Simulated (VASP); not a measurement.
An input for Ansatz (written as the equivalent of a VASP run, and not itself run):

Ansatz 0.2 input:
```yaml
crystal:
  lattice:
    - [4.1573560, 0.0000000, 0.0000000]
    - [0.0000000, 4.1573560, 0.0000000]
    - [0.0000000, 0.0000000, 6.3434860]
  atoms:
    - { symbol: Ta, position: [0.0076250, 0.0158870, -0.0006730] }
    - { symbol: Ta, position: [0.5067030, 0.4871730, -0.0084340] }
    - { symbol: Ta, position: [0.4969880, 0.0169170, 0.2629130] }
    - { symbol: Ta, position: [0.0073960, 0.4981330, 0.7349930] }
    - { symbol: N, position: [0.4798160, -0.0220700, 0.7022270] }
    - { symbol: N, position: [0.0014710, 0.5039600, 0.3089740] }
kpoints:
  mp_grid: { grid: [5, 5, 3] }
hamiltonian:
  xc: pbe
  pseudopotentials: { kind: paw }
scf:
  occupations: { method: gaussian, width: 0.1 }
  max_iter: 100
output: { forces: true, stress: true, eigenvalues: true }
```

Problem. Translate this input to VASP (INCAR, KPOINTS, POSCAR, choice of POTCAR).

Solution. This is not unique; one that fits is 
### POSCAR
```
Ta2N
1
    4.1573560000     0.0000000000     0.0000000000
    0.0000000000     4.1573560000     0.0000000000
    0.0000000000     0.0000000000     6.3434860000
Ta N
4 2
Direct
  0.0076250000   0.0158870000  -0.0006730000
  0.5067030000   0.4871730000  -0.0084340000
  0.4969880000   0.0169170000   0.2629130000
  0.0073960000   0.4981330000   0.7349930000
  0.4798160000  -0.0220700000   0.7022270000
  0.0014710000   0.5039600000   0.3089740000
```

### INCAR
```
# general
SYSTEM  = Ta2N
PREC    = Accurate
ENCUT   = 400
LREAL   = .False.
LASPH   = .True.

# electronic loop
EDIFF   = 1E-6
NELM    = 100
ALGO    = Normal
LMAXMIX = 6

# smearing
ISMEAR  = 0
SIGMA   = 0.1

# functional
GGA     = PE

# ions
ISIF    = 2

# output
LWAVE   = .False.
LCHARG  = .False.
```

File KPOINTS:
```
Automatic mesh
0
Gamma
5 5 3
0 0 0
```

POTCAR, in this order: Ta_pv N (PBE.64 set). Program: vasp_std.

What does not carry over: each code has its own PAW files, so the cut-off isn't converted (ENCUT is set for VASP's; basis.ecutwfc is left out, and Ansatz then takes the one that its files recommend); Ansatz stops its SCF on the density residual and VASP on the energy change (EDIFF).

The structure was generated: Ta2N was put into an ordered model structure, which need not be its known phase. The cell was not relaxed at this level, atoms are displaced from their ideal sites. The k-mesh is coarse (spacing up to 0.33 per Å, 2π included), so the numbers may not be converged in it.
